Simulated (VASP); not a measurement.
Pt:

```
CELL_PARAMETERS angstrom
0.00000 1.96090 1.96090
1.96090 0.00000 1.96090
1.96090 1.96090 0.00000
ATOMIC_POSITIONS crystal
Pt 0.00000 0.00000 0.00000
```

- Program: VASP 6.6.1
- Task: relaxation of cell and atoms
- Functional: PBE
- Potentials or basis: VASP PAW PBE potentials, release 64 (Pt)
- Cutoff: 700 eV
- k mesh: 18 × 18 × 18
- Occupations: gaussian, width 0.1 eV
- Spin: no spin polarisation

At the start: pressure 9.6 GPa; volume 15.08 Å³/atom.

Problem. How do energy, volume and symmetry change on relaxing?

Solution. Over 17 steps the energy falls by 15.6 meV/atom and the volume is 15.62 Å³/atom (+3.6 %); space group Fm-3m (No. 225, to 0.05 Å).

The path:
```csv
step,energy change (eV),largest force (eV/Å),pressure (GPa),volume (Å³)
1,0.0000,0.0000,9.63,15.08
2,0.0789,0.0000,-17.97,17.15
3,-0.0156,0.0000,-0.34,15.64
4,-0.0156,0.0000,-0.03,15.62
5,-0.0156,0.0000,0.14,15.61
6,-0.0156,0.0000,0.15,15.61
7,-0.0156,0.0000,0.11,15.61
8,-0.0156,0.0000,0.12,15.61
9,-0.0156,0.0000,0.12,15.61
10,-0.0156,0.0000,0.12,15.61
11,-0.0156,0.0000,0.11,15.61
12,-0.0156,0.0000,0.11,15.61
13,-0.0156,0.0000,0.09,15.61
14,-0.0156,0.0000,0.07,15.62
15,-0.0156,0.0000,0.04,15.62
16,-0.0156,0.0000,-0.05,15.62
17,-0.0156,0.0000,0.00,15.62
```

Final structure:
```
CELL_PARAMETERS angstrom
0.00000 1.98404 1.98404
1.98404 0.00000 1.98404
1.98404 1.98404 0.00000
ATOMIC_POSITIONS crystal
Pt 0.00000 0.00000 0.00000
```
